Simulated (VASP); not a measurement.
Input:

```yaml
crystal:
  lattice:
    - [3.36581, 0.00000, 0.00000]
    - [0.00000, 3.36581, 0.00000]
    - [0.00000, 0.00000, 3.36581]
  atoms:
    - { symbol: Be, position: [0.00000, 0.00000, 0.00000] }
    - { symbol: Te, position: [0.50000, 0.50000, 0.50000] }
```

The numbers are results of r2SCAN meta-GGA, VASP's PBE PAW potentials (set 64) (plane waves; VASP), not measurements. Settings: 400 eV cut-off, 12×12×12 Γ-centred mesh, tetrahedra with Blöchl corrections, potentials Be Te.

Unless said otherwise, spin-orbit coupling is left out, though it shifts the bands of the heavy elements here.

Problem. Estimate the energy per atom (σ→0), band gap (over mesh and band path) with the smallest direct gap where there is one.

Solution. 
* **band gap (over mesh and band path)**: none (metal, semimetal or under 0.01 eV)
* **energy per atom (σ→0)**: -14.017 eV/atom

Total energies compare only between runs with the same potentials, cut-off and functional.

The structure was generated: BeTe was put into the CsCl type (Pm-3m), which need not be its known phase. It was relaxed first, which changed the volume by +33 %.
